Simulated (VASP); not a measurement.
Runs of VASP 6.6.1 on Zn. The structure is hexagonal, space group P6_3/mmc (No. 194). Conventional cell: a = 2.614 Å, b = 2.614 Å, c = 4.873 Å, α = 90.00°, β = 90.00°, γ = 120.00°. Around Zn (site symmetry -6m2) lie 12 Zn at 2.61 to 2.87 Å. 

```csv
level,potentials or basis,k mesh,cutoff (eV),mesh quality,gap on the mesh (eV),pressure (GPa),relaxed volume (Å³/atom)
PBE,"VASP PAW PBE potentials, release 64 (Zn)",18 × 18 × 10,600,not flagged,none,0.0,(b)
LDA,"VASP PAW LDA potentials, release 64 (Zn)",18 × 18 × 10,600,not flagged,none,0.0,(a)
PBEsol,"VASP PAW PBE potentials, release 64 (Zn)",6 × 6 × 4,600,coarse,none,0.0,15.06
RPBE,"VASP PAW PBE potentials, release 64 (Zn)",18 × 18 × 10,600,not flagged,none,0.0,16.09
PBE+D3(BJ),"VASP PAW PBE potentials, release 64 (Zn)",18 × 18 × 10,600,not flagged,none,0.0,14.40
PBEsol,"VASP PAW PBE potentials, release 64 (Zn)",18 × 18 × 10,580,not flagged,none,0.0,14.33
PBEsol,"VASP PAW PBE potentials, release 64 (Zn)",18 × 18 × 10,480,not flagged,none,0.0,14.32
PBEsol,"VASP PAW PBE potentials, release 64 (Zn)",18 × 18 × 10,600,not flagged,none,0.0,14.33
```

Alike in all rows: task relaxation of cell and atoms; no spin polarisation; cell relaxed; smearing gaussian 0.1 eV.

Task: Fill in the values left out.

Result: (a) 13.75; (b) 15.36.

Caveats: some runs use coarse meshes; the PAW data sets were made with another functional, which shifts forces and pressure a little (some runs); pairwise dispersion overbinds metals, which lowers pressure and volume (some runs).

A gap of «none» marks a metal or a gap under the smearing width.
